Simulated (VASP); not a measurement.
A run of VASP 6.6.1:

File INCAR:

```
SYSTEM = BeCdO2
PREC = Normal
ENCUT = 520
EDIFF = 1E-4
ISMEAR = 0
SIGMA = 0.15
LREAL = .FALSE.
LASPH = .TRUE.
NELM = 60
ALGO = Fast
ISIF = 3
LWAVE = .FALSE.
LCHARG = .FALSE.
GGA = PE
IBRION = 2
NSW = 24
EDIFFG = -0.08
KPAR = 4
```

File KPOINTS:

```
regular mesh
0
G
  5 5 4
  0 0 0
```

Contents of POSCAR:

```
BeCdO2
1.0
    3.2000000000      0.0000000000      0.0000000000
    0.0000000000      3.2000000000      0.0000000000
    0.0000000000      0.0000000000      4.6000000000
Be Cd O
1 1 2
Direct
    0.0000000000      0.0000000000      0.0000000000
    0.5000000000      0.5000000000      0.5000000000
    0.0000000000      0.5000000000      0.2000000000
    0.5000000000      0.0000000000      0.8000000000
```

Potentials or basis: VASP PAW PBE potentials, release 64 (Be, Cd, O).

Run with:

```sh
$ cat potpaw_PBE.64/Be/POTCAR potpaw_PBE.64/Cd/POTCAR potpaw_PBE.64/O/POTCAR > POTCAR
$ mpirun -np 4 vasp_std > vasp.out
```

Hardware: 4 MPI ranks on Intel(R) Xeon(R) Platinum 8488C (Sapphire Rapids) (shared host).

Task: How long does it take, and how much memory?

Result: Wall time 21 s on 4 MPI ranks on Intel(R) Xeon(R) Platinum 8488C (Sapphire Rapids), on a shared host, peak memory 0.15 GiB a rank. Counts: scf iterations 67, k points 18, ion steps 11.
